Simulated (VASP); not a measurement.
Consider the following.

```yaml
crystal:
  lattice:
    - [3.22015, 0.00000, 0.00000]
    - [-1.61008, 2.78873, 0.00000]
    - [0.00000, 0.00000, 5.08893]
  atoms:
    - { symbol: Hf, position: [0.33333, 0.66667, 0.25000] }
    - { symbol: Hf, position: [0.66667, 0.33333, 0.75000] }
```

Method: PBE GGA, VASP's PBE PAW potentials (set 64) (plane waves; VASP). Numerical set-up: 300 eV cut-off, 16×16×9 Γ-centred mesh, Gaussian smearing of 0.14 eV, potentials Hf_pv.

At this cut-off the stress carries a Pulay error, which pulls relaxed volumes low.

### Question
Give the stress tensor in GPa (positive for a compressed cell).

### Answer

```
-2.23   0.00   0.00
 0.00  -2.23   0.00
 0.00   0.00  -2.21
```
The pressure is its mean diagonal, -2.22 GPa.

The structure comes from a computed database's Hf entry; how it stands against other phases isn't given here. The cell was not relaxed at this level.
